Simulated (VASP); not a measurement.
# CaP5 (P6/mmm) in VASP: notebook, part 2 of 2

VASP 6.6.1.

## (3) Single point, PBE (species swapped into the YFe5 type (P6/mmm, No. 191))

Contents of INCAR:

```
SYSTEM = CaP5
PREC = Accurate
ENCUT = 520
EDIFF = 1E-6
ISMEAR = 0
SIGMA = 0.1
LREAL = .FALSE.
LASPH = .TRUE.
NELM = 60
ALGO = Fast
ISIF = 2
LWAVE = .FALSE.
LCHARG = .FALSE.
GGA = PE
NBANDS = 26
```

Contents of KPOINTS:

```
Automatic mesh
0
G
  6 6 4
  0 0 0
```

Contents of POSCAR:

```
CaP5
1.0
    5.3397027611      0.0000000000      0.0000000000
   -2.6698513805      4.6243182398      0.0000000000
    0.0000000000      0.0000000000      4.2296936694
Ca P
1 5
Direct
    0.0000000000      0.0000000000      0.0000000000
    0.5000000000      0.0000000000      0.5000000000
    0.5000000000      0.5000000000      0.5000000000
    0.0000000000      0.5000000000      0.5000000000
    0.3333333333      0.6666666667      0.0000000000
    0.6666666667      0.3333333333      0.0000000000
```

Potentials or basis: VASP PAW PBE potentials, release 64 (Ca_sv, P).

The run is started by

```sh
$ cat potpaw_PBE.64/Ca_sv/POTCAR potpaw_PBE.64/P/POTCAR > POTCAR
$ mpirun -np 1 vasp_std > vasp.out
```

OUTCAR:

```text
SYSTEM = CaP5
   PREC = Accurate
   ENCUT = 520
   EDIFF = 1E-6
   ISMEAR = 0
   LREAL = .FALSE.
   LASPH = .TRUE.
   NELM = 60
   ISIF = 2
   GGA = PE

 ion  position               nearest neighbor table
   1  0.000  0.000  0.000-
   2  0.500  0.000  0.500-   5 2.62   6 2.62   5 2.62   6 2.62   3 2.67   3 2.67   4 2.67   4 2.67

   3  0.500  0.500  0.500-   5 2.62   6 2.62   5 2.62   6 2.62   4 2.67   4 2.67   2 2.67   2 2.67

   4  0.000  0.500  0.500-   5 2.62   6 2.62   5 2.62   6 2.62   3 2.67   3 2.67   2 2.67   2 2.67

   5  0.333  0.667  0.000-   4 2.62   4 2.62   2 2.62   2 2.62   3 2.62   3 2.62
   6  0.667  0.333  0.000-   4 2.62   4 2.62   2 2.62   2 2.62   3 2.62   3 2.62

  LATTYP: Found a hexagonal cell.
 ALAT       =     5.3397027611
 C/A-ratio  =     0.7921215578

  Lattice vectors:

 A1 = (   5.3397027611,   0.0000000000,   0.0000000000)
 A2 = (  -2.6698513805,   4.6243182398,   0.0000000000)
 A3 = (   0.0000000000,   0.0000000000,   4.2296936694)

Analysis of symmetry for initial positions (statically):
=====================================================================
 Subroutine PRICEL returns:
 Original cell was already a primitive cell.

 Routine SETGRP: Setting up the symmetry group for a
 hexagonal supercell.

 Subroutine GETGRP returns: Found 24 space group operations
 (whereof 24 operations were pure point group operations)
 out of a pool of 24 trial point group operations.

The static configuration has the point symmetry D_6h.

Analysis of symmetry for dynamics (positions and initial velocities):
=====================================================================
 Subroutine PRICEL returns:
 Original cell was already a primitive cell.

 Routine SETGRP: Setting up the symmetry group for a
 hexagonal supercell.

 Subroutine GETGRP returns: Found 24 space group operations
 (whereof 24 operations were pure point group operations)
 out of a pool of 24 trial point group operations.

The dynamic configuration has the point symmetry D_6h.

 Subroutine INISYM returns: Found 24 space group operations
 (whereof 24 operations are pure point group operations),
 and found     1 'primitive' translations

----------------------------------------------------------------------------------------

                                     Primitive cell

  volume of cell :     104.4416

  direct lattice vectors                    reciprocal lattice vectors
     5.339702761  0.000000000  0.000000000     0.187276342  0.108124046  0.000000000
    -2.669851380  4.624318240  0.000000000     0.000000000  0.216248093  0.000000000
     0.000000000  0.000000000  4.229693669     0.000000000  0.000000000  0.236423741

  length of vectors
     5.339702761  5.339702761  4.229693669     0.216248093  0.216248093  0.236423741

  position of ions in fractional coordinates (direct lattice)
     0.000000000  0.000000000  0.000000000
     0.500000000  0.000000000  0.500000000
     0.500000000  0.500000000  0.500000000
     0.000000000  0.500000000  0.500000000
[... 35 lines left out ...]

 Found     21 irreducible k-points:

 Following reciprocal coordinates:
            Coordinates               Weight
  0.000000  0.000000  0.000000      1.000000
  0.166667  0.000000  0.000000      6.000000
  0.333333  0.000000  0.000000      6.000000
  0.500000 -0.000000  0.000000      3.000000
  0.166667  0.166667  0.000000      6.000000
  0.333333  0.166667  0.000000     12.000000
[... 13 lines left out ...]
  0.333333  0.166667  0.500000     12.000000
  0.333333  0.333333  0.500000      2.000000
   k-points           NKPTS =     21   k-points in BZ     NKDIM =     21   number of bands    NBANDS=     26
   number of dos      NEDOS =    301   number of ions     NIONS =      6
   total plane-waves  NPLWV =  51200
   dimension x,y,z NGX =    40 NGY =   40 NGZ =   32
   dimension x,y,z NGXF=    80 NGYF=   80 NGZF=   64
   ions per type =               1   5
   NGX,Y,Z   is equivalent  to a cutoff of  12.45, 12.45, 12.58 a.u.
   NGXF,Y,Z  is equivalent  to a cutoff of  24.91, 24.91, 25.15 a.u.
 SYSTEM =  CaP5
   PREC   = accura    normal or accurate (medium, high low for compatibility)
   ISTART =      0    job   : 0-new  1-cont  2-samecut
   ICHARG =      2    charge: 1-file 2-atom 10-const
   ISPIN  =      1    spin polarized calculation?
   LNONCOLLINEAR =      F non collinear calculations
   LSORBIT =      F    spin-orbit coupling
   LASPH  =      T    aspherical Exc in radial PAW
   ENCUT  =  520.0 eV  38.22 Ry    6.18 a.u.   9.93  9.93  7.86*2*pi/ulx,y,z
   NELM   =     60;   NELMIN=  2; NELMDL= -5     # of ELM steps
   EDIFF  = 0.1E-05   stopping-criterion for ELM
   LREAL  =      F    real-space projection
   EDIFFG = 0.1E-04   stopping-criterion for IOM
   NSW    =      0    number of steps for IOM
   IBRION =     -1    ionic relax: 0-MD 1-quasi-New 2-CG
   NFREE  =      0    steps in history (QN), initial steepest desc. (CG)
   ISIF   =      2    stress and relaxation
   ISYM   =      2    0-nonsym 1-usesym 2-fastsym
   POTIM  = 0.5000    time-step for ionic-motion
   TEBEG  =    0.0;   TEEND  =   0.0 temperature during run
   PSTRESS=    0.0 pullay stress
   NELECT =      35.0000    total number of electrons
   NUPDOWN=      -1.0000    fix difference up-down
   EMIN   =  10.00;   EMAX   =-10.00  energy-range for DOS
   EFERMI =   0.00;   METHOD = LEGACY
   ISMEAR =     0;   SIGMA  =   0.10  broadening in eV -4-tet -1-fermi 0-gaus
   EFERMI_NEDOS =   21; number of points for ismear=-14 and -15
   IALGO  =     68    algorithm
   IMIX   =      4    mixing-type and parameters
     AMIX     =   0.40;   BMIX     =  1.00
     AMIX_MAG =   1.60;   BMIX_MAG =  1.00
  volume/ion in A,a.u.               =      17.41       117.47
  Fermi-wavevector in a.u.,A,eV,Ry     =   1.137120  2.148845 17.592901  1.293042
  Thomas-Fermi vector in A             =   2.273825
   LORBIT       =      0    0 simple, 1 ext, 2 COOP (PROOUT), +10 PAW based schemes
   GGA     = PE    functional components
   LHFCALC =     F    Hartree Fock is set to
   AEXX    =    0.0000 exact exchange contribution
   IVDW    =     0    specifies the selected vdW correction
   LEPSILON=     F    determine dielectric tensor
   LRPA    =     F    only Hartree local field effects (RPA)
 non-spin polarized calculation
 RMM-DIIS sequential band-by-band and
 Gauss-broadening in eV      SIGMA  =   0.10
  energy-cutoff  :      520.00
  volume of cell :      104.44
 maximum number of plane-waves:      2850
 NGX is ok and might be reduce to    40
   NGX = 19   NGY = 19   NGZ = 15

 number of electron      35.0000001 magnetization

 Free energy of the ion-electron system (eV)
  ---------------------------------------------------
  ext. energy  EPLUGINS =         0.00000000
  ---------------------------------------------------
  free energy    TOTEN  =       -27.78150817 eV

  energy without entropy =      -27.76046038  energy(sigma->0) =      -27.77098427

 E-fermi :   7.5961     XC(G=0): -10.5631

 val. band max:        7.5921397126   @ k =   0.3333   0.3333   0.0000
 cond. band min:       7.6216732461   @ k =   0.3333   0.0000   0.0000
 fundamental gap:      0.0295335335
 Fermi energy:         7.5960621447

 k-point     1 :       0.0000    0.0000    0.0000
  band No.  band energies     occupation
      1     -33.6499      2.00000
      2     -14.7286      2.00000
      3     -14.6524      2.00000
      4     -14.6524      2.00000
      5      -7.6724      2.00000
      6      -3.1201      2.00000
[... 598 lines left out ...]
     25      11.2742      0.00000
     26      11.3291      0.00000

------------------------ aborting loop because EDIFF is reached ----------------------------------------

  FORCE on cell =-STRESS in cart. coord.  units (eV):
  Direction    XX          YY          ZZ          XY          YZ          ZX
  --------------------------------------------------------------------------------------
  -------------------------------------------------------------------------------------
  Total       -0.1118289     -0.1118289     -0.1635734     -0.0000000      0.0000000     -0.0000000
  in kB       -1.7155015     -1.7155015     -2.5092826     -0.0000000      0.0000000     -0.0000000
  external PRESSURE =      -1.9800952 kB  Pullay stress =       0.0000000 kB

 VOLUME and BASIS-vectors are now :
 -----------------------------------------------------------------------------
  energy-cutoff  :      520.00
  volume of cell :      104.44
      direct lattice vectors                 reciprocal lattice vectors
     5.339702761  0.000000000  0.000000000     0.187276342  0.108124046  0.000000000
    -2.669851380  4.624318240  0.000000000     0.000000000  0.216248093  0.000000000
     0.000000000  0.000000000  4.229693669     0.000000000  0.000000000  0.236423741

 POSITION                                       TOTAL-FORCE (eV/Angst)
 -----------------------------------------------------------------------------------
      0.00000      0.00000      0.00000         0.000000      0.000000      0.000000
      2.66985      0.00000      2.11485         0.000000      0.000000      0.000000
      1.33493      2.31216      2.11485         0.000000      0.000000      0.000000
     -1.33493      2.31216      2.11485         0.000000      0.000000      0.000000
     -0.00000      3.08288      0.00000         0.000000     -0.000000      0.000000
      2.66985      1.54144      0.00000        -0.000000      0.000000     -0.000000
 -----------------------------------------------------------------------------------
    total drift:                               -0.000000     -0.000000     -0.000000

  FREE ENERGIE OF THE ION-ELECTRON SYSTEM (eV)
  ---------------------------------------------------
  free  energy   TOTEN  =       -27.7815081688 eV

  energy  without entropy=      -27.7604603791  energy(sigma->0) =      -27.77098427
```

OSZICAR:

```text
N       E                     dE             d eps       ncg     rms          rms(c)
DAV:   1     0.188485047609E+03    0.18849E+03   -0.15433E+04  1092   0.121E+03
DAV:   2    -0.155833456933E+02   -0.20407E+03   -0.19736E+03  1320   0.262E+02
DAV:   3    -0.275217846290E+02   -0.11938E+02   -0.11646E+02  1622   0.538E+01
DAV:   4    -0.279679392275E+02   -0.44615E+00   -0.44398E+00  1760   0.950E+00
DAV:   5    -0.279736643780E+02   -0.57252E-02   -0.57201E-02  1598   0.106E+00    0.972E+00
RMM:   6    -0.277954898364E+02    0.17817E+00   -0.34292E-01  1248   0.215E+00    0.581E+00
RMM:   7    -0.277826334990E+02    0.12856E-01   -0.90080E-02  1422   0.176E+00    0.180E+00
RMM:   8    -0.277807137818E+02    0.19197E-02   -0.17593E-02  1497   0.943E-01    0.179E-01
RMM:   9    -0.277813100367E+02   -0.59625E-03   -0.63021E-03  1661   0.384E-01    0.117E-01
RMM:  10    -0.277814270472E+02   -0.11701E-03   -0.17581E-03  1572   0.200E-01    0.435E-02
RMM:  11    -0.277814665973E+02   -0.39550E-04   -0.76798E-04  1716   0.119E-01    0.210E-02
RMM:  12    -0.277814900184E+02   -0.23421E-04   -0.27348E-04  1786   0.600E-02    0.121E-02
RMM:  13    -0.277815008567E+02   -0.10838E-04   -0.99505E-05  1834   0.343E-02    0.112E-02
RMM:  14    -0.277815051709E+02   -0.43142E-05   -0.47309E-05  1631   0.208E-02    0.384E-03
RMM:  15    -0.277815072609E+02   -0.20900E-05   -0.17157E-05  1365   0.121E-02    0.496E-03
RMM:  16    -0.277815081688E+02   -0.90790E-06   -0.76062E-06  1293   0.932E-03
   1 F= -.27781508E+02 E0= -.27770984E+02  d E =-.210478E-01
```

Run time: 2.2 min. Hardware: 1 thread of AMD EPYC 7R43 (Zen 3), shared host; peak memory 0.19 GiB.

What came out:

* Free energy: -27.7815 eV
* Pressure: -0.2 GPa
* Band gap on the k mesh: none (metal or under the smearing width)

Caveat: the k mesh is coarse (spacing up to 0.37 Å⁻¹), so the values aren't converged.
